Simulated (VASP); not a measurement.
Computed with SCAN meta-GGA, VASP's PBE PAW potentials (set 64) (plane waves; VASP).

The input files of a VASP run:

File POSCAR:
```
MgS
1
    0.0000000000     2.5921271229     2.5921271229
    2.5921271229    -0.0000000000     2.5921271229
    2.5921271229     2.5921271229    -0.0000000000
Mg S
1 1
Direct
  0.0000000000   0.0000000000   0.0000000000
  0.5000000000   0.5000000000   0.5000000000
```

### INCAR
```
! general
SYSTEM =MgS
PREC   =Accurate
ENCUT  =400   ! plane-wave cut-off (eV)
LREAL  =.FALSE.   ! projection in real space or not
LASPH  =.TRUE.   ! aspherical one-centre terms

! electronic loop
EDIFF  =1E-7   ! SCF stop (eV)
NELM   =100
ALGO   =Normal   ! blocked Davidson
LMIXTAU=.TRUE.

! smearing
ISMEAR =-5   ! tetrahedra, Bloechl

! functional
METAGGA=SCAN

! ions
ISIF   =2   ! forces and stress, cell fixed

! output
LWAVE  =.FALSE.
LCHARG =.FALSE.
LORBIT =11
NEDOS  =601
```

### KPOINTS
```
Automatic mesh
0
G
10 10 10
```

File KPOINTS_OPT:
```
k-points along high-symmetry lines
10
Line-mode
Reciprocal
  0.000000   0.000000   0.000000 ! GAMMA
  0.500000   0.000000   0.500000 ! X

  0.500000   0.000000   0.500000 ! X
  0.625000   0.250000   0.625000 ! U

  0.375000   0.375000   0.750000 ! K
  0.000000   0.000000   0.000000 ! GAMMA

  0.000000   0.000000   0.000000 ! GAMMA
  0.500000   0.500000   0.500000 ! L

  0.500000   0.500000   0.500000 ! L
  0.500000   0.250000   0.750000 ! W

  0.500000   0.250000   0.750000 ! W
  0.500000   0.000000   0.500000 ! X
```

POTCAR, in this order: Mg S (PBE.64 set). Program: vasp_std.

The run wrote:

### OSZICAR
```
       N       E                     dE             d eps       ncg     rms          rms(c)
DAV:   1     0.967784450904E+01    0.96778E+01   -0.33871E+03   816   0.672E+02
DAV:   2    -0.187971630258E+02   -0.28475E+02   -0.27744E+02  1048   0.105E+02
DAV:   3    -0.196155799027E+02   -0.81842E+00   -0.81842E+00   896   0.237E+01
DAV:   4    -0.196186751480E+02   -0.30952E-02   -0.30952E-02  1184   0.169E+00
DAV:   5    -0.196186780064E+02   -0.28584E-05   -0.28584E-05   984   0.463E-02    0.482E+00
DAV:   6    -0.174603471725E+02    0.21583E+01   -0.11051E+00   840   0.707E+00    0.394E+00
DAV:   7    -0.177837109552E+02   -0.32336E+00   -0.31712E-01   752   0.504E+00    0.263E+00
DAV:   8    -0.178512288807E+02   -0.67518E-01   -0.36740E-01   816   0.559E+00    0.143E+00
DAV:   9    -0.177750954405E+02    0.76133E-01   -0.17919E-01   752   0.422E+00    0.121E+00
DAV:  10    -0.179473876946E+02   -0.17229E+00   -0.12019E-01   752   0.317E+00    0.565E-02
DAV:  11    -0.179474966003E+02   -0.10891E-03   -0.10149E-03  1200   0.389E-01    0.502E-02
DAV:  12    -0.179469541416E+02    0.54246E-03   -0.17155E-03   752   0.591E-01    0.396E-02
DAV:  13    -0.179476437945E+02   -0.68965E-03   -0.17923E-03   752   0.611E-01    0.732E-02
DAV:  14    -0.179475925313E+02    0.51263E-04   -0.41695E-05   832   0.806E-02    0.671E-02
DAV:  15    -0.179475488714E+02    0.43660E-04   -0.86802E-06   808   0.318E-02    0.420E-02
DAV:  16    -0.179475723203E+02   -0.23449E-04   -0.91740E-06   776   0.331E-02    0.169E-02
DAV:  17    -0.179475664855E+02    0.58348E-05   -0.16624E-06   784   0.195E-02    0.977E-03
DAV:  18    -0.179475718539E+02   -0.53684E-05   -0.23495E-06   768   0.221E-02    0.629E-04
DAV:  19    -0.179475711002E+02    0.75369E-06   -0.14127E-07   992   0.496E-03    0.184E-03
DAV:  20    -0.179475721391E+02   -0.10389E-05   -0.22959E-08   456   0.202E-03    0.146E-03
DAV:  21    -0.179475716767E+02    0.46242E-06   -0.10986E-08   408   0.149E-03    0.123E-03
DAV:  22    -0.179475720968E+02   -0.42015E-06   -0.41678E-09   400   0.874E-04    0.516E-04
DAV:  23    -0.179475717627E+02    0.33412E-06   -0.11797E-09   400   0.450E-04    0.160E-04
DAV:  24    -0.179475717793E+02   -0.16547E-07   -0.12786E-10   400   0.164E-04
   1 F= -.17947572E+02 E0= -.17947572E+02  d E =0.000000E+00
       N       E                     dE             ncg
       N       E                     dE             ncg
```

OUTCAR:
```
------------------------ aborting loop because EDIFF is reached ----------------------------------------
  FORCE on cell =-STRESS in cart. coord.  units (eV):
  Direction    XX          YY          ZZ          XY          YZ          ZX
  --------------------------------------------------------------------------------------
  Total       -0.0002517     -0.0002517     -0.0002517      0.0000000      0.0000000      0.0000000
  in kB       -0.0115751     -0.0115751     -0.0115751      0.0000000      0.0000000      0.0000000
  external PRESSURE =      -0.0115751 kB  Pullay stress =       0.0000000 kB
  volume of cell :       34.83
      direct lattice vectors                 reciprocal lattice vectors
     0.000000000  2.592127123  2.592127123    -0.192891774  0.192891774  0.192891774
     2.592127123  0.000000000  2.592127123     0.192891774 -0.192891774  0.192891774
     2.592127123  2.592127123  0.000000000     0.192891774  0.192891774 -0.192891774
 POSITION                                       TOTAL-FORCE (eV/Angst)
 -----------------------------------------------------------------------------------
      0.00000      0.00000      0.00000        -0.000000     -0.000000      0.000000
      2.59213      2.59213      2.59213         0.000000      0.000000     -0.000000
 -----------------------------------------------------------------------------------
    total drift:                               -0.000000     -0.000000      0.000000
  FREE ENERGIE OF THE ION-ELECTRON SYSTEM (eV)
  ---------------------------------------------------
  free  energy   TOTEN  =       -17.9475717793 eV

  energy  without entropy=      -17.9475717793  energy(sigma->0) =      -17.94757178

 total charge

# of ion       s       p       d       tot
------------------------------------------
    1        0.127   0.126   0.038   0.292
    2        1.304   2.545   0.000   3.849
--------------------------------------------------
tot          1.431   2.671   0.038   4.141
```
(Selected blocks of OUTCAR.)

**OUTCAR**
```
 val. band max:        3.5664684984   @ k =   0.0000   0.0000   0.0000

 cond. band min:       7.0085120853   @ k =   0.5000   0.5000   0.0000


 Fermi energy:         3.5736619368

 k-point     1 :       0.0000    0.0000    0.0000
  band No.  band energies     occupation
      1      -9.6976      2.00000
      2       3.5664      2.00000
      3       3.5665      2.00000
      4       3.5665      2.00000
      5       8.2776      0.00000
      6      12.1284      0.00000
      7      12.1284      0.00000
      8      12.1284      0.00000

 k-point     2 :       0.1000    0.0000    0.0000
  band No.  band energies     occupation
      1      -9.5959      2.00000
      2       2.8681      2.00000
      3       3.4957      2.00000
      4       3.4958      2.00000
      5       8.8242      0.00000
      6      11.8996      0.00000
      7      12.3249      0.00000
      8      12.3250      0.00000

 k-point     3 :       0.2000    0.0000    0.0000
  band No.  band energies     occupation
      1      -9.3093      2.00000
      2       1.4675      2.00000
      3       3.3232      2.00000
      4       3.3232      2.00000
      5       9.3746      0.00000
      6      12.1728      0.00000
      7      12.3117      0.00000
      8      12.3118      0.00000

 k-point     4 :       0.3000    0.0000    0.0000
  band No.  band energies     occupation
      1      -8.9022      2.00000
      2       0.0680      2.00000
      3       3.1308      2.00000
      4       3.1308      2.00000
      5       9.1926      0.00000
      6      11.7214      0.00000
      7      11.7214      0.00000
      8      13.4960      0.00000

 k-point     5 :       0.4000    0.0000    0.0000
  band No.  band energies     occupation
      1      -8.5109      2.00000
      2      -0.9717      2.00000
      3       2.9887      2.00000
      4       2.9887      2.00000
      5       8.9240      0.00000
      6      11.2585      0.00000
      7      11.2585      0.00000
...
```

The structure comes from a measured MgS entry (Fm-3m) of the Crystallography Open Database, whose conditions weren't checked. It was relaxed first.
